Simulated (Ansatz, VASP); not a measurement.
# Cross-check of Al29Sn (S5(310) boundary in fcc Al with Sn (substitutional)) between VASP and Ansatz

Wanted: the spread between two codes on one cell, functional and k mesh. Of the first pair: The structure shown is the start of the Ansatz relaxation below; VASP solves that cell, so the two are compared at the walk's first step.

Main program and level: Ansatz 0.2.0; plane waves, with VASP 6.6.1 beside it; PBE.

## 1. The structure

The cell holds 30 atoms: 29 Al and 1 Sn. Its edges and angles: a = 6.400 Å, b = 4.048 Å, c = 30.201 Å, α = 90.0°, β = 90.0°, γ = 90.0°. It derives from Al. As first built, before any earlier steps moved the atoms or strained the cell (in the runner's words): plane [3, 1, 0]; removed 2; opened 0. Vacuum lies along c.

## 2. Ansatz: relaxation, PBE

Ansatz runs on its PAW soft_1 files.

The two programs are compared at the cell with which this relaxation starts, whose forces are those of its first step.

The input, input.yaml:

```yaml
crystal:
  lattice:
    - [6.40040255, 0.0, 0.0]
    - [0.0, 4.04797, 0.0]
    - [0.0, 0.0, 30.20120765]
  atoms:
    - { symbol: Al, position: [0.9, 0.5, 0.1655562936] }
    - { symbol: Al, position: [0.6, 0.0, 0.186748832] }
    - { symbol: Al, position: [0.3, 0.5, 0.2079413705] }
    - { symbol: Al, position: [0.0, 0.0, 0.229133909] }
    - { symbol: Al, position: [0.7, 0.5, 0.2503264475] }
    - { symbol: Al, position: [0.4, 0.0, 0.2715189859] }
    - { symbol: Al, position: [0.1, 0.5, 0.2927115244] }
    - { symbol: Al, position: [0.8, 0.0, 0.3139040629] }
    - { symbol: Al, position: [0.5, 0.5, 0.3350966013] }
    - { symbol: Al, position: [0.2, 0.0, 0.3562891398] }
    - { symbol: Al, position: [0.9, 0.5, 0.3774816783] }
    - { symbol: Al, position: [0.6, 0.0, 0.3986742168] }
    - { symbol: Al, position: [0.3, 0.5, 0.4198667552] }
    - { symbol: Sn, position: [0.0, 0.0, 0.4410592937] }
    - { symbol: Al, position: [0.6, 0.0, 0.4834443706] }
    - { symbol: Al, position: [0.9, 0.5, 0.5046369091] }
    - { symbol: Al, position: [0.2, 0.0, 0.5258294476] }
    - { symbol: Al, position: [0.5, 0.5, 0.5470219861] }
    - { symbol: Al, position: [0.8, 0.0, 0.5682145245] }
    - { symbol: Al, position: [0.1, 0.5, 0.589407063] }
    - { symbol: Al, position: [0.4, 0.0, 0.6105996015] }
    - { symbol: Al, position: [0.7, 0.5, 0.6317921399] }
    - { symbol: Al, position: [0.0, 0.0, 0.6529846784] }
    - { symbol: Al, position: [0.3, 0.5, 0.6741772169] }
    - { symbol: Al, position: [0.6, 0.0, 0.6953697554] }
    - { symbol: Al, position: [0.9, 0.5, 0.7165622938] }
    - { symbol: Al, position: [0.2, 0.0, 0.7377548323] }
    - { symbol: Al, position: [0.5, 0.5, 0.7589473708] }
    - { symbol: Al, position: [0.8, 0.0, 0.7801399092] }
    - { symbol: Al, position: [0.1, 0.5, 0.8013324477] }
kpoints:
  mp_grid: { grid: [4, 6, 1] }
hamiltonian:
  xc: pbe
  pseudopotentials: { kind: paw, azcp: { folder: soft_1 } }
scf:
  occupations: { method: fermi_dirac, width: 0.1 }
relax:
  f_tol: 0.03
  max_steps: 80
  constraints: [{ sites: [0, 1, 2, 3, 4] }]
```

The run is started by

```console
$ ansatz run input.yaml --threads 4 --pin off --max-ram 15360MiB --backend cpu --events-out ev --progress --plain --runs-dir out
```

Numbers of over 12 decimals in the logs are rounded to 6 here.

The log of the run:

```text
Engine: ansatz 0.2.0, x86_64-unknown-linux-gnu
Pseudopotentials: kind: paw
Pseudopotential: Al, paw, valence charge 3, recommended cutoff 420 eV (normal), soft_1/Al.paw.azcp
Pseudopotential: Sn, paw, valence charge 14, recommended cutoff 420 eV (normal), soft_1/Sn.paw.azcp
Functional definition: PBE
  parameter kappa = 0.804
  parameter beta = 0.066725
  exchange = pbe_x(kappa = kappa, mu = beta*pi^2/3)
  correlation = pbe_c(beta = beta)
Crystal: 30 atoms, lattice volume = 782.472 Å³
Basis set: ecut = 420 eV, 15321 PW (Γ), exchange–correlation on 90×60×432 points (8 copies of the dense FFT grid, shifted against one another)
Bands: 81, of which v1, the nominal top of the filled ones, is band 51 counted from 1 (50 counted from 0)
Symmetry: 2 space group operations
Space group: Pm (ITA 6), of the structure as read, at distance tolerance 9.2e-5 Å
k-points: 12 of 24 (time reversal used)
Non-local potential: Al, projectors of the file, l = 0: 2, l = 1: 2, l = 2: 1
Non-local potential: Sn, projectors of the file, l = 0: 2, l = 1: 2, l = 2: 2, l = 3: 1
PAW form: soft (Blöchl's): semilocal exchange-correlation on the pseudo side does not see the compensation charge
PAW one-centre angular grid: Al, 110 points (default); XC on 64 Gauss nodes
PAW one-centre angular grid: Sn, 590 points (default); XC on 64 Gauss nodes
Initial density: superposition of atomic densities (neutral atoms: chi_scale 0, normalization atom)
Initial wavefunctions: pseudopotential atomic-orbital guess
Functional: x = pbe(κ = 0.804, μ = 0.219515), c = pbe(β = 0.066725)
SCF iter   1: F=—  HF=-21610.464160 eV  |F-HF|=—  |Δ(HF+E_count)|=         —  Δρ=2.09e-2  dr2=3.31e1  ethr=3.10e-3  ⟨swp⟩=8.8  Hψ=5623  notcnv=0  defer=18
preconditioner: auto → LDOS  [metal: Δε(μ)=0.034 eV  Ē_g=6.539 eV  σ=0.100 eV  W_gap=0.09  n_scr=94 (ndim 8)  ℏωp=12.7 eV  f_vac=0.243  D(μ)=12.71/eV (n_scr^D=56)  β→1.0]
SCF iter   2: F=—  HF=-21607.377562 eV  |F-HF|=—  |Δ(HF+E_count)|=    3.09e0  Δρ=7.82e-3  dr2=1.52e0  ethr=3.10e-3  ⟨swp⟩=5.3  Hψ=2494  notcnv=0  defer=50
SCF iter   3: F=—  HF=-21607.291275 eV  |F-HF|=—  |Δ(HF+E_count)|=   8.63e-2  Δρ=1.92e-3  dr2=1.37e-1  ethr=1.50e-3  ⟨swp⟩=3.9  Hψ=1831  notcnv=0  defer=49
SCF iter   4: F=—  HF=-21607.268324 eV  |F-HF|=—  |Δ(HF+E_count)|=   2.30e-2  Δρ=3.68e-4  dr2=3.42e-3  ethr=1.35e-4  ⟨swp⟩=2.3  Hψ=1634  notcnv=0  defer=49
SCF iter   5: F=—  HF=-21607.268421 eV  |F-HF|=—  |Δ(HF+E_count)|=   9.70e-5  Δρ=1.15e-4  dr2=2.98e-4  ethr=3.39e-6  ⟨swp⟩=2.2  Hψ=1583  notcnv=0  defer=49
SCF iter   6: F=-21607.268428 eV  HF=-21607.268434 eV  |F-HF|=6.00e-6  |Δ(HF+E_count)|=   1.39e-5  Δρ=2.60e-5  dr2=1.31e-5  ethr=2.23e-8  ⟨swp⟩=3.9  Hψ=4109  notcnv=0
SCF 1 converged in 6 iterations: F = -21607.268428 eV  dr2 = 1.31e-5
  greatest PAW one-centre occupation: 0.990 electrons in one spin orbital (limit 2), on the Sn atom at site 13 (counted from 0), in its partial waves of l = 2
relax step   1: F+E_penalty+E_count = -21607.26842841 eV  Δ(F+E_penalty+E_count) = +0.000e0 eV  max|allowed force component| = 8.543e-1 eV/Å  Δτ_max = 0.0000 Å  (6 SCF iters, dr2 threshold 2.25e-5 eV, accepted)
[...]
relax step   4: F+E_penalty+E_count = -21607.79840263 eV  Δ(F+E_penalty+E_count) = -3.095e-2 eV  max|allowed force component| = 4.272e-2 eV/Å  Δτ_max = 0.1420 Å  (5 SCF iters, dr2 threshold 1.56e-6 eV, accepted)
[...]
relax step   5: F+E_penalty+E_count = -21607.80502341 eV  Δ(F+E_penalty+E_count) = -6.621e-3 eV  max|allowed force component| = 3.977e-2 eV/Å  Δτ_max = 0.0743 Å  (6 SCF iters, accepted)
[...]
relax step   6: F+E_penalty+E_count = -21607.81628763 eV  Δ(F+E_penalty+E_count) = -1.126e-2 eV  max|allowed force component| = 3.088e-2 eV/Å  Δτ_max = 0.1961 Å  (7 SCF iters, accepted)
[...]
relax step   7: F+E_penalty+E_count = -21607.81954941 eV  Δ(F+E_penalty+E_count) = -3.262e-3 eV  max|allowed force component| = 1.996e-2 eV/Å  Δτ_max = 0.1381 Å  (7 SCF iters, accepted)
SCF converged after 7 iterations
Free energy (F): -21607.819549 eV
Harris-Foulkes:  -21607.819549 eV  (|F-HF|=3.97e-10)
Internal energy: -21607.434041 eV  (E = F + TS)
E sigma→0 (E₀):  -21607.626795 eV
Entropy (-TS):   -0.385509 eV (-12.850 meV/atom)
Fermi energy:    3.813326 eV
--- Per-component energies (eV) ---
  E_band       = -213.838815
  E_kinetic    = 795.873786
  E_local      = -24519.693777  (includes V_loc(G=0)·N_el)
  E_nonlocal   = 437.464988
  E_hartree    = 12202.236101
  E_xc         = -1204.709946
  E_vxc        = -907.250190  (∫ρ·V_xc dr)
  E_paw        = -17981.590785  (= ΣΔE_a)
  E_vpaw       = -424.708525  (= ΣTr[D̂ρ^β])
  E_aug_tail   = 0.000238  (compensation charges beyond the density's cutoff)
  E_ewald      = 8662.985354
  E_smearing   = -0.385509  (= −TS)
  E_closure    = -0.000000  (closes the sum)
  Σ components = -21607.819549   (vs F -21607.819549, Δ=0.00e0)
--- Forces (eV/Å), atoms counted from 1 ---
  atom   1  Al    -0.12582766     0.00000000     0.36202723
  atom   2  Al     0.08471628     0.00000000    -0.11966489
  atom   3  Al    -0.03606311     0.00000000    -0.24351387
  atom   4  Al     0.02656274     0.00000000    -0.05296003
  atom   5  Al     0.06529039     0.00000000     0.06849396
  atom   6  Al     0.00027809     0.00000000    -0.00096106
  atom   7  Al    -0.00023972     0.00000000    -0.00397360
  atom   8  Al     0.00001696     0.00000000    -0.00128587
  atom   9  Al     0.00312157     0.00000000     0.00335048
  atom  10  Al    -0.00348027     0.00000000    -0.00610423
  atom  11  Al    -0.00065676     0.00000000    -0.00404673
  atom  12  Al    -0.01995839     0.00000000     0.01134493
  atom  13  Al     0.01477727     0.00000000     0.00960518
  atom  14  Sn    -0.01117094     0.00000000     0.00697630
  atom  15  Al    -0.00795941     0.00000000    -0.00894200
  atom  16  Al     0.00806725     0.00000000     0.00345500
  atom  17  Al     0.00529213     0.00000000    -0.00672120
  atom  18  Al     0.00306659     0.00000000    -0.00574039
  atom  19  Al     0.00001650     0.00000000    -0.00095871
  atom  20  Al     0.00103689     0.00000000    -0.00869321
  atom  21  Al     0.00134069     0.00000000    -0.00874190
  atom  22  Al     0.00085870     0.00000000    -0.00592423
  atom  23  Al     0.00054223     0.00000000    -0.00754919
  atom  24  Al     0.00092937     0.00000000     0.00015373
  atom  25  Al    -0.00223633     0.00000000     0.00440649
  atom  26  Al    -0.00067955     0.00000000     0.00324301
  atom  27  Al     0.00037838     0.00000000     0.00614056
  atom  28  Al    -0.00188212     0.00000000     0.00392345
  atom  29  Al     0.00255631     0.00000000     0.00621275
  atom  30  Al    -0.00869017     0.00000000    -0.00354737
  max |Σ_I F_I| component: 4.62e-6 eV/Å
--- Relaxed structure (7 steps of the walk, 7 accepted, 0 SCFs on fresh bases) ---
  F+E_penalty+E_count = -21607.81954941 eV   max|allowed force component| = 1.996e-2 eV/Å
  atoms:
    - { symbol: Al, position: [0.9, 0.5, 0.165556] }
    - { symbol: Al, position: [0.6, 0.0, 0.186748832] }
    - { symbol: Al, position: [0.3, 0.5, 0.207941] }
    - { symbol: Al, position: [0.0, 0.0, 0.229134] }
    - { symbol: Al, position: [0.7, 0.5, 0.250326] }
    - { symbol: Al, position: [0.403909, 0.0, 0.271428] }
    - { symbol: Al, position: [0.108504, 0.5, 0.292521] }
    - { symbol: Al, position: [0.812104, 0.0, 0.313719] }
    - { symbol: Al, position: [0.510913, 0.5, 0.336319] }
    - { symbol: Al, position: [0.215788, 0.0, 0.356478] }
    - { symbol: Al, position: [0.915408, 0.5, 0.377281] }
    - { symbol: Al, position: [0.606320, 0.0, 0.397837] }
    - { symbol: Al, position: [0.331458, 0.5, 0.425126] }
    - { symbol: Sn, position: [-0.013006, 0.0, 0.448621] }
    - { symbol: Al, position: [0.488672, 0.0, 0.486781] }
    - { symbol: Al, position: [0.801009, 0.5, 0.510223] }
    - { symbol: Al, position: [0.118328, 0.0, 0.536473] }
    - { symbol: Al, position: [0.409295, 0.5, 0.550325] }
    - { symbol: Al, position: [0.709290, 0.0, 0.573359] }
    - { symbol: Al, position: [0.012160, 0.5, 0.595322] }
    - { symbol: Al, position: [0.318714, 0.0, 0.617990] }
    - { symbol: Al, position: [0.613607, 0.5, 0.637295] }
    - { symbol: Al, position: [-0.085645, 0.0, 0.658960] }
    - { symbol: Al, position: [0.213665, 0.5, 0.681183] }
    - { symbol: Al, position: [0.510336, 0.0, 0.703366] }
    - { symbol: Al, position: [0.807523, 0.5, 0.721336] }
    - { symbol: Al, position: [0.112434, 0.0, 0.743959] }
    - { symbol: Al, position: [0.408653, 0.5, 0.768838] }
    - { symbol: Al, position: [0.712470, 0.0, 0.786842] }
    - { symbol: Al, position: [0.0022038, 0.5, 0.802793] }
```

[end of part 1 of 3]

[Lines on the potential files, build, host, timing and source positions are cut from VASP's logs without a mark.]

[Logs are printed without paths, hosts, clocks, repeated set-up lines and the standing remarks that a program may print on its own settings, such as how far it seeks lower states.]

[Hosts, paths, dates, database ids (printed as entryN), source tags and the programs' standing remarks are cut or masked in the printed files.]
